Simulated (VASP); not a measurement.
OSZICAR of a VASP run on Rb2H4Pd (space group P4_2/mnm):

File OSZICAR:
```
       N       E                     dE             d eps       ncg     rms          rms(c)
DAV:   1     0.198436075806E+03    0.19844E+03   -0.19870E+04  4320   0.378E+02
DAV:   2    -0.132886562651E+03   -0.33132E+03   -0.29957E+03  5088   0.123E+02
DAV:   3    -0.156861998271E+03   -0.23975E+02   -0.23425E+02  6480   0.260E+01
DAV:   4    -0.157720738568E+03   -0.85874E+00   -0.85228E+00  6216   0.399E+00
DAV:   5    -0.157728962926E+03   -0.82244E-02   -0.82237E-02  5592   0.423E-01    0.176E+01
DAV:   6    -0.141997348368E+03    0.15732E+02   -0.62246E+00  6584   0.591E+00    0.611E+00
DAV:   7    -0.134566615623E+03    0.74307E+01   -0.11038E+00  4864   0.310E+00    0.379E+00
DAV:   8    -0.133693496403E+03    0.87312E+00   -0.78541E-01  4584   0.220E+00    0.111E+00
DAV:   9    -0.133493090145E+03    0.20041E+00   -0.57359E-01  4600   0.186E+00    0.114E+00
DAV:  10    -0.134125116040E+03   -0.63203E+00   -0.14802E-01  4704   0.109E+00    0.543E-01
DAV:  11    -0.133684272529E+03    0.44084E+00   -0.27475E-01  4744   0.138E+00    0.350E-01
DAV:  12    -0.133995729574E+03   -0.31146E+00   -0.73577E-02  4800   0.738E-01    0.250E-01
DAV:  13    -0.134047970861E+03   -0.52241E-01   -0.33939E-02  4624   0.496E-01    0.171E-01
DAV:  14    -0.134050712472E+03   -0.27416E-02   -0.10227E-02  4584   0.281E-01    0.927E-02
DAV:  15    -0.134047145379E+03    0.35671E-02   -0.42598E-03  4544   0.157E-01    0.667E-02
DAV:  16    -0.134046030130E+03    0.11152E-02   -0.18367E-03  4696   0.107E-01    0.437E-02
DAV:  17    -0.134056473010E+03   -0.10443E-01   -0.40065E-03  4496   0.153E-01    0.209E-02
DAV:  18    -0.134056697939E+03   -0.22493E-03   -0.29597E-04  4928   0.378E-02    0.150E-02
DAV:  19    -0.134056780609E+03   -0.82670E-04   -0.99118E-05  4960   0.227E-02    0.755E-03
DAV:  20    -0.134056779194E+03    0.14149E-05   -0.11723E-05  4944   0.766E-03    0.356E-03
DAV:  21    -0.134056779136E+03    0.57702E-07   -0.64071E-06  4760   0.559E-03    0.172E-03
DAV:  22    -0.134056780645E+03   -0.15082E-05   -0.87265E-07  4848   0.198E-03    0.164E-03
DAV:  23    -0.134056779996E+03    0.64908E-06   -0.43566E-07  4856   0.145E-03    0.112E-03
DAV:  24    -0.134056780069E+03   -0.73568E-07   -0.31136E-07  4696   0.139E-03
   1 F= -.13405678E+03 E0= -.13405678E+03  d E =-.330186E-30
 imaginary and real dielectric function
```

### Question
Which electronic solver shows in the log?

### Answer
It is blocked Davidson (ALGO = Normal, or the opening steps of other solvers). The INCAR had ALGO = Normal.

### Question
Can the final energy be trusted as converged?

### Answer
Self-consistency was reached. It stopped with EDIFF = 1E-7, NELM = 100 (r2SCAN meta-GGA, plane waves, VASP's PBE PAW potentials (set 64)).

The structure comes from a computed database's Rb2H4Pd entry (P4_2/mnm); how it stands against other phases isn't given here. It was relaxed first.
